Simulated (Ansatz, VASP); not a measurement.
## ZnRe2 in VASP and in Ansatz

INCAR

```
  ALGO = Normal
  EDIFF = 1E-7
  ENCUT = 520
  GGA = PE
  ISIF = 2
  ISMEAR = -1
  LASPH = True
  LCHARG = False
  LREAL = False
  LWAVE = False
  NBANDS = 20
  NELM = 100
  PREC = Accurate
  SIGMA = 0.05
```

KPOINTS

```
k-points
0
Gamma
  8 8 8
```

POSCAR

```
ZnRe2
1.0
    0.0000000000      2.8955600000      2.8955600000
    2.8955600000      0.0000000000      2.8955600000
    2.8955600000      2.8955600000      0.0000000000
Zn Re
1 2
Direct
    0.0000000000      0.0000000000      0.0000000000
    0.7500000000      0.7500000000      0.7500000000
    0.2500000000      0.2500000000      0.2500000000
```

File input.yaml:

```yaml
crystal:
  lattice:
    - [0.0, 2.89556, 2.89556]
    - [2.89556, 0.0, 2.89556]
    - [2.89556, 2.89556, 0.0]
  atoms:
    - { symbol: Zn, position: [0.0, 0.0, 0.0] }
    - { symbol: Re, position: [0.75, 0.75, 0.75] }
    - { symbol: Re, position: [0.25, 0.25, 0.25] }
hamiltonian:
  xc: pbe
  pseudopotentials: { kind: paw }
kpoints:
  mp_grid: { grid: [8, 8, 8] }
  band_path:
    path:
      - [[0.0, 0.0, 0.0], [0.5, 0.0, 0.5], [0.5, 0.25, 0.75], [0.375, 0.375, 0.75], [0.0, 0.0, 0.0], [0.5, 0.5, 0.5], [0.625, 0.25, 0.625], [0.5, 0.25, 0.75], [0.5, 0.5, 0.5], [0.375, 0.375, 0.75]]
      - [[0.625, 0.25, 0.625], [0.5, 0.0, 0.5]]
    npoints: 14
scf:
  occupations: { method: fermi_dirac, width: 0.05 }
  n_extra_bands: 7
output:
  forces: true
  stress: true
  eigenvalues: true
  fatbands: false
```

The cell was built by a generator and needn't be a form met in nature.

Alike in both runs: functional PBE; k mesh 8 × 8 × 8; occupations fermi-dirac, width 0.05 eV; no spin polarisation.

|  | VASP | Ansatz |
| --- | --- | --- |
| version | VASP 6.6.1 | Ansatz 0.2.0 |
| potentials or method | VASP PAW PBE potentials, release 64 (Zn, Re) | Ansatz PAW |
| plane-wave cutoff (eV) | 520 | 420 |
| valence electrons in the cell | 26 | 42 |
| task | single point | band structure |

|  | VASP | Ansatz | Ansatz less VASP |
| --- | --- | --- | --- |
| gap on the k mesh at the Fermi level (eV) | none | none | - |
| pressure (GPa) | 0.3 | 0.0 | -0.29 |

A gap of «none» marks a metal or a gap that the smearing closes. With one functional, cell and mesh, what is left measures potentials, basis and numerics. The two sets of potentials don't hold the same shells in valence.

Caveats: spin-orbit coupling is left out, which moves the levels of the heavy elements (Ansatz). Spin-orbit coupling is left out, which matters for the levels of Re.
